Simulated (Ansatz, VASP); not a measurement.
# Si127C (amorphous Si): VASP beside Ansatz

Wanted: the spread between two codes on one cell, functional and k mesh. Of the first pair: The structure shown is the start of the Ansatz relaxation below; VASP solves that cell, so the two are compared at the walk's first step.

Program: Ansatz 0.2.0. Level of theory: plane waves, with VASP 6.6.1 beside it; single point at PBE. Results are calculated unless marked as measured.

## Step 1: Set-up

The cell holds 128 atoms: 127 Si and 1 C. Cell: a = 13.705 Å, b = 13.705 Å, c = 13.705 Å, α = 90.0°, β = 90.0°, γ = 90.0°. It derives from Si (amorphous Si). As first built, before any earlier steps moved the atoms (in the runner's words): 128 atoms (128 Si) placed at random at 2.32 g/cm^3, melted at 2500 K for 10 ps at fixed volume with the EDIP (Justo, Bazant, Kaxiras, Bulatov and Yip, Phys. Rev. B 58, 2539 (1998)). Quenched from 2500 K to 500 K at 50 K/ps and fixed volume, held 5 ps. Nearest the centre at fractional (0.511, 0.246, 0.014): C128 at 0.00 Å, Si118 at 2.36 Å, Si72 at 2.40 Å, Si59 at 2.46 Å, Si125 at 2.91 Å, Si121 at 3.03 Å, Si11 at 3.57 Å, Si2 at 3.60 Å.

## Step 2: Ansatz: relaxation, PBE

Ansatz runs on its default PAW (the set named soft_2) files.

The two programs are compared at the cell with which this relaxation starts, whose forces are those of its first step.

Contents of input.yaml:

```yaml
crystal:
  lattice:
    - [13.705, 0.0, 0.0]
    - [0.0, 13.705, 0.0]
    - [0.0, 0.0, 13.705]
  atoms:
    - { symbol: Si, position: [0.66107, 0.09088, 0.83922] }
    - { symbol: Si, position: [0.30813, 0.34331, 0.878] }
[... 5 atom lines left out ...]
    - { symbol: Si, position: [0.74888, 0.50365, 0.99221] }
[... 2 atom lines left out ...]
    - { symbol: Si, position: [0.26661, 0.18389, 0.9504] }
[... 3 atom lines left out ...]
    - { symbol: Si, position: [0.83535, 0.36911, 0.23234] }
[... 1 atom line left out ...]
    - { symbol: Si, position: [0.58963, 0.84102, 0.98344] }
[... 2 atom lines left out ...]
    - { symbol: Si, position: [0.49373, 0.82297, 0.11673] }
[... 7 atom lines left out ...]
    - { symbol: Si, position: [0.32148, 0.22072, 0.66233] }
[... 4 atom lines left out ...]
    - { symbol: Si, position: [0.40363, 0.22567, 0.35147] }
[... 7 atom lines left out ...]
    - { symbol: Si, position: [0.99034, 0.81673, 0.65127] }
[... 2 atom lines left out ...]
    - { symbol: Si, position: [0.15536, 0.95417, 0.23968] }
[... 1 atom line left out ...]
    - { symbol: Si, position: [0.96118, 0.16918, 0.86826] }
[... 1 atom line left out ...]
    - { symbol: Si, position: [0.05945, 0.40152, 0.84627] }
    - { symbol: Si, position: [0.7002, 0.45385, 0.15322] }
[... 3 atom lines left out ...]
    - { symbol: Si, position: [0.56784, 0.8352, 0.26975] }
[... 1 atom line left out ...]
    - { symbol: Si, position: [0.13923, 0.22501, 0.36644] }
[... 3 atom lines left out ...]
    - { symbol: Si, position: [0.0656, 0.98756, 0.01128] }
[... 1 atom line left out ...]
    - { symbol: Si, position: [0.02634, 0.99929, 0.47004] }
[... 2 atom lines left out ...]
    - { symbol: Si, position: [0.16804, 0.00103, 0.75902] }
    - { symbol: Si, position: [0.7601, 0.9832, 0.9265] }
[... 3 atom lines left out ...]
    - { symbol: Si, position: [0.11656, 0.87311, 0.55202] }
[... 2 atom lines left out ...]
    - { symbol: Si, position: [0.46636, 0.98134, 0.50642] }
    - { symbol: Si, position: [0.63999, 0.25181, 0.89584] }
    - { symbol: Si, position: [0.09472, 0.15576, 0.97837] }
[... 2 atom lines left out ...]
    - { symbol: Si, position: [0.21525, 0.77289, 0.07709] }
[... 5 atom lines left out ...]
    - { symbol: Si, position: [0.95698, 0.86942, 0.37153] }
[... 1 atom line left out ...]
    - { symbol: Si, position: [0.05145, 0.26025, 0.75278] }
[... 1 atom line left out ...]
    - { symbol: Si, position: [0.03777, 0.93578, 0.85308] }
    - { symbol: Si, position: [0.29226, 0.42527, 0.17908] }
    - { symbol: Si, position: [0.6611, 0.58054, 0.8531] }
[... 1 atom line left out ...]
    - { symbol: Si, position: [0.88931, 0.0184, 0.81794] }
[... 1 atom line left out ...]
    - { symbol: Si, position: [0.06402, 0.07827, 0.32026] }
    - { symbol: Si, position: [0.77465, 0.13378, 0.714] }
    - { symbol: Si, position: [0.20551, 0.4353, 0.76393] }
[... 6 atom lines left out ...]
    - { symbol: Si, position: [0.52709, 0.61723, 0.48159] }
[... 5 atom lines left out ...]
    - { symbol: Si, position: [0.63057, 0.36029, 0.47563] }
    - { symbol: Si, position: [0.11422, 0.42682, 0.00575] }
[... 2 atom lines left out ...]
    - { symbol: Si, position: [0.86115, 0.92734, 0.67246] }
    - { symbol: Si, position: [0.28682, 0.45795, 0.00661] }
[... 3 atom lines left out ...]
    - { symbol: Si, position: [0.31136, 0.80173, 0.38549] }
    - { symbol: Si, position: [0.54129, 0.09751, 0.71846] }
[... 2 atom lines left out ...]
    - { symbol: Si, position: [0.84248, 0.2819, 0.66958] }
[... 2 atom lines left out ...]
    - { symbol: Si, position: [0.83182, 0.24503, 0.36632] }
    - { symbol: Si, position: [0.47884, 0.97577, 0.02986] }
[... 2 atom lines left out ...]
    - { symbol: Si, position: [0.23956, 0.5667, 0.27145] }
kpoints:
  mp_grid: { grid: [1, 1, 1] }
hamiltonian:
  xc: pbe
scf:
  occupations: { method: gaussian, width: 0.05 }
output:
  forces: true
  eigenvalues: true
relax:
  f_tol: 0.05
  max_steps: 90
```

The run is started by

```console
ansatz run input.yaml --threads 4 --pin off --max-ram 8192MiB --backend cpu --events-out ev --progress --plain --runs-dir out
```

Numbers of over 12 decimals in the logs are rounded to 6 here.

Log:

```text
Engine: ansatz 0.2.0, aarch64-unknown-linux-gnu
Pseudopotentials: kind: paw
Pseudopotential: Si, paw, valence charge 4, recommended cutoff 420 eV (normal), Si.paw.azcp
Pseudopotential: C, paw, valence charge 4, recommended cutoff 420 eV (normal), C.paw.azcp
Functional definition: PBE
  parameter kappa = 0.804
  parameter beta = 0.066725
  exchange = pbe_x(kappa = kappa, mu = beta*pi^2/3)
  correlation = pbe_c(beta = beta)
Crystal: 128 atoms, lattice volume = 2574.169 Å³
Basis set: ecut = 420 eV, 50301 PW (Γ), exchange–correlation on 192×192×192 points (8 copies of the dense FFT grid, shifted against one another)
Bands: 384, of which v1, the nominal top of the filled ones, is band 256 counted from 1 (255 counted from 0)
Symmetry: 1 space group operations
Space group: P1 (ITA 1), of the structure as read, at distance tolerance 1.4e-4 Å
k-points: 1
Non-local potential: Si, projectors of the file, l = 0: 2, l = 1: 2, l = 2: 2
Non-local potential: C, projectors of the file, l = 0: 2, l = 1: 2, l = 2: 1
PAW form: soft (Blöchl's): semilocal exchange-correlation on the pseudo side does not see the compensation charge
PAW one-centre angular grid: Si, 110 points (default); XC on 64 Gauss nodes
PAW one-centre angular grid: C, 110 points (default); XC on 64 Gauss nodes
Initial density: superposition of atomic densities (neutral atoms: chi_scale 0, normalization atom), corrected by the library's trained network
Initial wavefunctions: pseudopotential atomic-orbital guess
Functional: x = pbe(κ = 0.804, μ = 0.219515), c = pbe(β = 0.066725)
SCF iter   1: F=—  HF=-80958.925546 eV  |F-HF|=—  |Δ(HF+E_count)|=         —  Δρ=3.56e-3  dr2=9.58e-1  ethr=1.77e-3  ⟨swp⟩=6.0  Hψ=1789  notcnv=0  defer=57
preconditioner: auto → Resta (q_TF=auto, 2.084 Å⁻¹)  ε∞=5.8  [insulator: Δε(μ)=0.211 eV  Ē_g=7.579 eV  σ=0.050 eV  W_gap=1.00  n_scr=388 (ndim 8)  ℏωp=16.6 eV  f_vac=0.006  D(μ)=0.53/eV (n_scr^D=0)  ε∞_Penn≈5.8]
SCF iter   2: F=—  HF=-80958.816709 eV  |F-HF|=—  |Δ(HF+E_count)|=   1.09e-1  Δρ=1.90e-3  dr2=1.96e-1  ethr=1.87e-4  ⟨swp⟩=1.0  Hψ=442  notcnv=0  defer=74
SCF iter   3: F=—  HF=-80958.792344 eV  |F-HF|=—  |Δ(HF+E_count)|=   2.44e-2  Δρ=3.55e-4  dr2=4.81e-3  ethr=3.82e-5  ⟨swp⟩=3.0  Hψ=407  notcnv=0  defer=74
SCF iter   4: F=—  HF=-80958.793234 eV  |F-HF|=—  |Δ(HF+E_count)|=   8.90e-4  Δρ=1.12e-4  dr2=7.97e-4  ethr=9.40e-7  ⟨swp⟩=2.0  Hψ=498  notcnv=0  defer=74
SCF iter   5: F=—  HF=-80958.793658 eV  |F-HF|=—  |Δ(HF+E_count)|=   4.25e-4  Δρ=3.52e-5  dr2=1.01e-4  ethr=1.56e-7  ⟨swp⟩=2.0  Hψ=500  notcnv=0  defer=120
SCF iter   6: F=-80958.793759 eV  HF=-80958.793750 eV  |F-HF|=9.03e-6  |Δ(HF+E_count)|=   9.17e-5  Δρ=1.17e-5  dr2=1.29e-5  ethr=1.22e-8  ⟨swp⟩=14.0  Hψ=2490  notcnv=0
SCF 1 converged in 6 iterations: F = -80958.793759 eV  dr2 = 1.29e-5
  greatest PAW one-centre occupation: 0.722 electrons in one spin orbital (limit 2), on the C atom at site 38 (counted from 0), in its partial waves of l = 0
relax step   1: F+E_penalty+E_count = -80958.79375896 eV  Δ(F+E_penalty+E_count) = +0.000e0 eV  max|allowed force component| = 2.900e0 eV/Å  Δτ_max = 0.0000 Å  (6 SCF iters, dr2 threshold 6.25e-5 eV, accepted)
Initial density: handed on by an earlier stage of this run
Initial wavefunctions: those handed on with the density
iter 1 solved again at ethr=1.73e-4 eV; its pass at ethr=3.10e-3 eV (dr2=8.86e-1 eV) is discarded
SCF iter   1: F=—  HF=-80959.926211 eV  |F-HF|=—  |Δ(HF+E_count)|=         —  Δρ=4.30e-3  dr2=9.01e-1  ethr=1.73e-4  ⟨swp⟩=1.0  Hψ=918  notcnv=0  defer=120
preconditioner: auto → Resta (q_TF=auto, 2.084 Å⁻¹)  ε∞=5.8  [insulator: Δε(μ)=0.149 eV  Ē_g=7.586 eV  σ=0.050 eV  W_gap=0.96  n_scr=388 (ndim 8)  ℏωp=16.6 eV  f_vac=0.007  D(μ)=4.93/eV (n_scr^D=6)  ε∞_Penn≈5.8]
SCF iter   2: F=—  HF=-80959.823329 eV  |F-HF|=—  |Δ(HF+E_count)|=   1.03e-1  Δρ=1.73e-3  dr2=1.32e-1  ethr=1.73e-4  ⟨swp⟩=2.0  Hψ=355  notcnv=0  defer=120
SCF iter   3: F=—  HF=-80959.805773 eV  |F-HF|=—  |Δ(HF+E_count)|=   1.76e-2  Δρ=2.50e-4  dr2=1.47e-3  ethr=2.57e-5  ⟨swp⟩=2.0  Hψ=513  notcnv=0  defer=120
SCF iter   4: F=—  HF=-80959.805560 eV  |F-HF|=—  |Δ(HF+E_count)|=   2.13e-4  Δρ=4.87e-5  dr2=1.32e-4  ethr=2.88e-7  ⟨swp⟩=2.0  Hψ=636  notcnv=0  defer=120
iter 5 did not close the SCF: its close was put off for the readings that it lacked (scf_convergence_deferred on its scf_iter line)
SCF iter   5: F=-80959.805615 eV  HF=-80959.805605 eV  |F-HF|=1.03e-5  |Δ(HF+E_count)|=   4.51e-5  Δρ=1.44e-5  dr2=2.01e-5  ethr=2.58e-8  ⟨swp⟩=2.0  Hψ=357  notcnv=0  defer=120
SCF iter   6: F=-80959.805622 eV  HF=-80959.805620 eV  |F-HF|=2.06e-6  |Δ(HF+E_count)|=   1.49e-5  Δρ=5.38e-6  dr2=2.50e-6  ethr=3.92e-9  ⟨swp⟩=14.0  Hψ=2253  notcnv=0
SCF 2 converged in 6 iterations: F = -80959.805622 eV  dr2 = 2.50e-6
[...]
- { symbol: Si, position: [0.711709, 0.517625, 0.694813] }
    - { symbol: Si, position: [0.855623, 0.997792, 0.513176] }
    - { symbol: Si, position: [0.072304, 0.284489, 0.094423] }
    - { symbol: Si, position: [0.331859, 0.372017, 0.441657] }
    - { symbol: Si, position: [0.162220, 0.152733, 0.677993] }
    - { symbol: Si, position: [0.322846, 0.222570, 0.665852] }
    - { symbol: Si, position: [0.993175, 0.524293, 0.591617] }
    - { symbol: Si, position: [0.275077, 0.119950, 0.392915] }
    - { symbol: Si, position: [0.123824, 0.665944, 0.177975] }
    - { symbol: Si, position: [0.246613, 0.881833, 0.662154] }
    - { symbol: Si, position: [0.404919, 0.228278, 0.351654] }
    - { symbol: Si, position: [0.855882, 0.747718, 0.081671] }
    - { symbol: Si, position: [0.909029, 0.486842, 0.442920] }
    - { symbol: Si, position: [0.776838, 0.729520, 0.537304] }
    - { symbol: Si, position: [0.904273, 0.118316, 0.268061] }
    - { symbol: Si, position: [0.896543, 0.599939, 0.00395943] }
    - { symbol: C, position: [0.584318, 0.238580, 0.032375] }
    - { symbol: Si, position: [0.165702, 0.586964, 0.550302] }
    - { symbol: Si, position: [0.991938, 0.816649, 0.650086] }
    - { symbol: Si, position: [0.554816, 0.141963, 0.292751] }
    - { symbol: Si, position: [0.055568, 0.817581, 0.238521] }
    - { symbol: Si, position: [0.153055, 0.957344, 0.231476] }
    - { symbol: Si, position: [0.752033, 0.066762, 0.060143] }
    - { symbol: Si, position: [0.963055, 0.169073, 0.866587] }
    - { symbol: Si, position: [0.380793, 0.901288, 0.924037] }
[...]
- { symbol: Si, position: [0.842072, 0.282245, 0.671485] }
    - { symbol: Si, position: [0.414350, 0.307019, 0.197578] }
    - { symbol: Si, position: [0.071756, 0.170775, 0.526449] }
    - { symbol: Si, position: [0.831198, 0.244229, 0.368294] }
    - { symbol: Si, position: [0.477380, 0.984460, 0.052455] }
    - { symbol: Si, position: [0.310451, 0.192075, 0.119807] }
    - { symbol: Si, position: [0.677874, 0.571952, 0.272846] }
    - { symbol: Si, position: [0.242635, 0.568667, 0.270316] }
```

## Step 3: VASP: single point, PBE, start cell, pair 1

The same cell, functional, mesh and smearing now go to VASP, with its own data sets.

Lines of VASP's logs that name or quote its potential files are left out, and so is its time.

Contents of INCAR:

```
SYSTEM = Si127C
PREC = Accurate
ENCUT = 520
EDIFF = 1E-06
NELM = 120
ISMEAR = 0
SIGMA = 0.05
LREAL = Auto
ALGO = Normal
GGA = PE
NBANDS = 352
LORBIT = 11
LWAVE = .FALSE.
LCHARG = .FALSE.
ISIF = 2
LASPH = .TRUE.
GGA_COMPAT = .FALSE.
EFERMI = MIDGAP
NCORE = 4
```

Contents of POSCAR:

```
Si127C
1.0
   13.7050000000      0.0000000000      0.0000000000
    0.0000000000     13.7050000000      0.0000000000
    0.0000000000      0.0000000000     13.7050000000
Si C
127 1
Direct
    0.6610726012      0.0908792412      0.8392192630
    0.3081284203      0.3433126596      0.8780007297
[... 5 atom lines left out ...]
    0.7488799708      0.5036483035      0.9922072236
[... 2 atom lines left out ...]
    0.2666107260      0.1838890916      0.9503976651
[... 3 atom lines left out ...]
    0.8353520613      0.3691134622      0.2323385626
[... 1 atom line left out ...]
    0.5896315213      0.8410215250      0.9834367019
[... 2 atom lines left out ...]
    0.4937322145      0.8229697191      0.1167311200
[... 7 atom lines left out ...]
    0.3214812112      0.2207223641      0.6623276177
[... 4 atom lines left out ...]
    0.4036264137      0.2256694637      0.3514702663
[... 7 atom lines left out ...]
    0.5519299526      0.1330901131      0.3059029551
[... 2 atom lines left out ...]
    0.7493907333      0.0817219993      0.0672674206
[... 1 atom line left out ...]
    0.3749799343      0.8937176213      0.9170521707
[... 1 atom line left out ...]
    0.7001970084      0.4538489602      0.1532214520
    0.9207223641      0.2459905144      0.1478876323
[... 3 atom lines left out ...]
    0.5771032470      0.2654505655      0.7364027727
[... 1 atom line left out ...]
    0.4091280555      0.4585625684      0.6417219993
[... 3 atom lines left out ...]
    0.6049033200      0.1570010945      0.1385333820
[... 1 atom line left out ...]
    0.6710689529      0.1995111273      0.4206129150
[... 2 atom lines left out ...]
    0.7601021525      0.9832032105      0.9265012769
    0.3702298431      0.6137905874      0.9780518059
[... 3 atom lines left out ...]
    0.4228383802      0.3313097410      0.7510835462
[... 2 atom lines left out ...]
    0.6399927034      0.2518132069      0.8958409340
    0.0947172565      0.1557606713      0.9783728566
    0.2126377235      0.9442685151      0.0792995257
[... 2 atom lines left out ...]
    0.7812987961      0.3480481576      0.9259321416
[... 5 atom lines left out ...]
    0.4916380883      0.9733673842      0.3408901861
[... 1 atom line left out ...]
    0.2977599416      0.0369500182      0.8614666180
[... 1 atom line left out ...]
    0.2922582999      0.4252681503      0.1790806275
    0.6611017877      0.5805399489      0.8530974097
    0.2047573878      0.2771397300      0.2080700474
[... 1 atom line left out ...]
    0.4958336374      0.6395913900      0.8609996352
[... 1 atom line left out ...]
    0.7746515870      0.1337832908      0.7140021890
    0.2055089383      0.4353009850      0.7639328712
    0.8484786574      0.2089018606      0.9995403138
[... 6 atom lines left out ...]
    0.6874206494      0.3554396206      0.6396716527
[... 5 atom lines left out ...]
    0.1142210872      0.4268223276      0.0057497264
    0.3760379424      0.0588179497      0.7119518424
[... 2 atom lines left out ...]
    0.2868223276      0.4579496534      0.0066107260
    0.3540824517      0.0262604889      0.1393578986
[... 3 atom lines left out ...]
    0.5412914995      0.0975118570      0.7184604159
    0.5845603794      0.3285370303      0.1466472090
[... 2 atom lines left out ...]
    0.4238088289      0.3160014593      0.2049908792
[... 2 atom lines left out ...]
    0.4788398395      0.9757679679      0.0298577162
    0.3310032835      0.1956293324      0.1149215615
[... 2 atom lines left out ...]
    0.5111929953      0.2464866837      0.0141335279
```

Contents of KPOINTS:

```
Automatic mesh
0
Gamma
1 1 1
0 0 0
```

PAW data sets: Si and C (PBE family, release 64).

The run is started by

```console
mpirun -np 16 vasp_gam
```

Log:

```text
[banner, memory and clock lines left out]
running   16 mpi-ranks, on    1 nodes
[...]
LDA part: xc-table for (Slater+PW92), standard interpolation
 POSCAR, INCAR and KPOINTS ok, starting setup
[...]
entering main loop
       N       E                     dE             d eps       ncg     rms          rms(c)
DAV:   1     0.249798782918E+04    0.24980E+04   -0.22222E+05   704   0.128E+03
DAV:   2    -0.349533336748E+03   -0.28475E+04   -0.26568E+04   896   0.214E+02
DAV:   3    -0.660263308135E+03   -0.31073E+03   -0.29981E+03   872   0.617E+01
DAV:   4    -0.671514831247E+03   -0.11252E+02   -0.11105E+02   896   0.134E+01
[...]
DAV:  18    -0.658110219188E+03   -0.26060E-05   -0.18963E-06   656   0.218E-03    0.240E-03
DAV:  19    -0.658110220686E+03   -0.14983E-05   -0.29985E-06   648   0.241E-03    0.192E-03
DAV:  20    -0.658110220656E+03    0.29868E-07   -0.22601E-07   448   0.788E-04
   1 F= -.65811022E+03 E0= -.65810753E+03  d E =-.537236E-02
```

OUTCAR, selected parts (step 3):

```text
  FREE ENERGIE OF THE ION-ELECTRON SYSTEM (eV)
  ---------------------------------------------------
  free  energy   TOTEN  =      -658.1102206561 eV

  energy  without entropy=     -658.1048482984  energy(sigma->0) =     -658.10753448
```

The run ends at a pressure of 0.73 GPa, with forces up to 3.2 eV/Å.

## Step 4: Side by side

Known differences besides the potentials themselves: the cutoff is 420 eV in Ansatz and 520 eV in VASP (PREC = Accurate, projectors in real space). Total energies have different zeros and are not compared.

Forces on 8 of the 128 atoms, those with the largest forces and the largest differences (eV/Å; atoms numbered as in POSCAR):

```csv
atom,"Ansatz x, y, z","VASP x, y, z"
Si1,"-0.047, 0.018, 0.085","-0.045, 0.023, 0.081"
Si15,"0.001, -0.038, -0.012","0.010, -0.039, -0.015"
Si59,"-0.637, 0.772, -1.031","-0.630, 0.773, -1.026"
Si72,"-1.481, -0.096, 1.339","-1.475, -0.096, 1.331"
Si118,"-0.871, -1.199, -1.505","-0.870, -1.195, -1.500"
Si121,"0.033, -0.059, -0.289","0.029, -0.058, -0.288"
Si125,"0.138, 0.109, 0.052","0.136, 0.107, 0.056"
C128,"2.900, 0.375, 1.317","2.896, 0.379, 1.313"
```

The forces differ by 2.7 meV/Å r.m.s., which is 1.2 % of the r.m.s. force of 0.234 eV/Å (both taken over all components).

## Step 5: Ansatz: relaxation, PBE

This run makes the geometry at which the two programs are then compared.

The structure compared here is the end of the Ansatz relaxation.

input.yaml is that of step 2.

The run is started by

```console
ansatz run input.yaml --threads 4 --pin off --max-ram 8192MiB --backend cpu --events-out ev --progress --plain --runs-dir out
```

Log:

```text
[...]
Crystal: 128 atoms, lattice volume = 2574.169 Å³
Basis set: ecut = 420 eV, 50301 PW (Γ), exchange–correlation on 192×192×192 points (8 copies of the dense FFT grid, shifted against one another)
Bands: 384, of which v1, the nominal top of the filled ones, is band 256 counted from 1 (255 counted from 0)
Symmetry: 1 space group operations
[...]
k-points: 1
[...]
- { symbol: Si, position: [0.331859, 0.372017, 0.441657] }
    - { symbol: Si, position: [0.162220, 0.152733, 0.677993] }
    - { symbol: Si, position: [0.322846, 0.222570, 0.665852] }
    - { symbol: Si, position: [0.993175, 0.524293, 0.591617] }
    - { symbol: Si, position: [0.275077, 0.119950, 0.392915] }
[...]
- { symbol: C, position: [0.584318, 0.238580, 0.032375] }
[...]
- { symbol: Si, position: [0.477380, 0.984460, 0.052455] }
    - { symbol: Si, position: [0.310451, 0.192075, 0.119807] }
    - { symbol: Si, position: [0.677874, 0.571952, 0.272846] }
    - { symbol: Si, position: [0.242635, 0.568667, 0.270316] }
```

(Part 1 of 2 ends here.)

[Lines on the potential files, build, host, timing and source positions are cut from VASP's logs without a mark.]

[Logs are printed without paths, hosts, clocks, repeated set-up lines and the standing remarks that a program may print on its own settings, such as how far it seeks lower states.]

[Hosts, paths, dates, database ids (printed as entryN), source tags and the programs' standing remarks are cut or masked in the printed files.]
